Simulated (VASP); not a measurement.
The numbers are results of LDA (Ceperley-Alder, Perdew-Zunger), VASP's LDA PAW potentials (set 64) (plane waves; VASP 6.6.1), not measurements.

VASP input:

### POSCAR
```
Ti
1
   -1.5781620950     1.5781620950     1.5781620950
    1.5781620950    -1.5781620950     1.5781620950
    1.5781620950     1.5781620950    -1.5781620950
Ti
1
Direct
  0.0000000000   0.0000000000   0.0000000000
```

INCAR:
```
! general
SYSTEM   =  Ti
PREC     =  Accurate
ENCUT    =  400
LREAL    =  .FALSE.
LASPH    =  .TRUE.

! electronic loop
EDIFF    =  1E-6
NELM     =  100
ALGO     =  Normal
LMAXMIX  =  4

! smearing
ISMEAR   =  1
SIGMA    =  0.1

! ions
IBRION   =  2
NSW      =  60
ISIF     =  3
EDIFFG   =  -0.01

! output
LWAVE    =  .FALSE.
LCHARG   =  .FALSE.
```

**KPOINTS**
```
Automatic mesh
0
Gamma
15 15 15
0 0 0
```

POTCAR, in this order: Ti_sv (LDA.64 set). Program: vasp_std.

What VASP printed:

### OSZICAR
```
       N       E                     dE             d eps       ncg     rms          rms(c)
DAV:   1     0.646631315267E+02    0.64663E+02   -0.59432E+03  2404   0.123E+03
DAV:   2    -0.609663924813E+01   -0.70760E+02   -0.69470E+02  2476   0.287E+02
DAV:   3    -0.923336373477E+01   -0.31367E+01   -0.31020E+01  2996   0.651E+01
DAV:   4    -0.933310076834E+01   -0.99737E-01   -0.99338E-01  2900   0.975E+00
DAV:   5    -0.933565416880E+01   -0.25534E-02   -0.25531E-02  2842   0.127E+00    0.895E+00
DAV:   6    -0.845396597651E+01    0.88169E+00   -0.30242E+00  2438   0.239E+01    0.248E+00
DAV:   7    -0.844432874663E+01    0.96372E-02   -0.10221E-01  2602   0.349E+00    0.133E+00
DAV:   8    -0.845269057957E+01   -0.83618E-02   -0.40347E-02  2626   0.284E+00    0.116E-01
DAV:   9    -0.845288449389E+01   -0.19391E-03   -0.21266E-03  2620   0.581E-01    0.591E-02
DAV:  10    -0.845291336942E+01   -0.28876E-04   -0.33336E-04  2822   0.167E-01    0.996E-03
DAV:  11    -0.845291086747E+01    0.25019E-05   -0.19762E-05  2628   0.627E-02    0.679E-03
DAV:  12    -0.845291052197E+01    0.34551E-06   -0.15868E-06  2218   0.131E-02
   1 F= -.84529105E+01 E0= -.84527371E+01  d E =-.845291E+01
```

OUTCAR:
```
------------------------ aborting loop because EDIFF is reached ----------------------------------------
  FORCE on cell =-STRESS in cart. coord.  units (eV):
  Direction    XX          YY          ZZ          XY          YZ          ZX
  --------------------------------------------------------------------------------------
  Total        0.0061979      0.0061979      0.0061979     -0.0000000     -0.0000000      0.0000000
  in kB        0.6316004      0.6316004      0.6316004     -0.0000000     -0.0000000      0.0000000
  external PRESSURE =       0.6316004 kB  Pullay stress =       0.0000000 kB
  volume of cell :       15.72
      direct lattice vectors                 reciprocal lattice vectors
    -1.578162095  1.578162095  1.578162095     0.000000000  0.316824236  0.316824236
     1.578162095 -1.578162095  1.578162095     0.316824236  0.000000000  0.316824236
     1.578162095  1.578162095 -1.578162095     0.316824236  0.316824236  0.000000000
 POSITION                                       TOTAL-FORCE (eV/Angst)
 -----------------------------------------------------------------------------------
      0.00000      0.00000      0.00000        -0.000000      0.000000      0.000000
 -----------------------------------------------------------------------------------
    total drift:                                0.000000     -0.000000      0.000000
  FREE ENERGIE OF THE ION-ELECTRON SYSTEM (eV)
  ---------------------------------------------------
  free  energy   TOTEN  =        -8.4529105220 eV

  energy  without entropy=       -8.4523901956  energy(sigma->0) =       -8.45273708

 reached required accuracy - stopping structural energy minimisation
```
(Selected blocks of OUTCAR.)

The structure comes from a computed database's Ti entry (Im-3m); how it stands against other phases isn't given here. It was relaxed first, which changed the volume by -9 %. The start is the result of an earlier pass.
